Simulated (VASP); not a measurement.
Here is the system:

```
GdN
1.0
    0.00000     2.43398     2.43398
    2.43398     0.00000     2.43398
    2.43398     2.43398     0.00000
Gd N
1 1
Direct
  0.00000   0.00000   0.00000
  0.50000   0.50000   0.50000
```
Starting moments (μB, in the order of the record's atoms Gd N): 7.0 0.0.

Level of theory: PBE GGA, VASP's PBE PAW potentials (set 64) (plane waves; VASP). Settings: 400 eV cut-off, 6×6×6 Γ-centred mesh, Fermi-Dirac smearing of 0.010 eV, potentials Gd N.

At this cut-off the stress carries a Pulay error, which pulls relaxed volumes low. The moments were started parallel, and other spin orders were not tried in this run.

Problem. Give the stress tensor in GPa (positive for a compressed cell).

Solution. 
```
6.60  0.00  0.00
0.00  6.60  0.00
0.00  0.00  6.60
```
The pressure is its mean diagonal, 6.60 GPa.

The structure is a typed GdN crystal (Fm-3m). The cell was not relaxed at this level. The k-mesh is coarse (spacing up to 0.37 per Å, 2π included), so the numbers may not be converged in it.
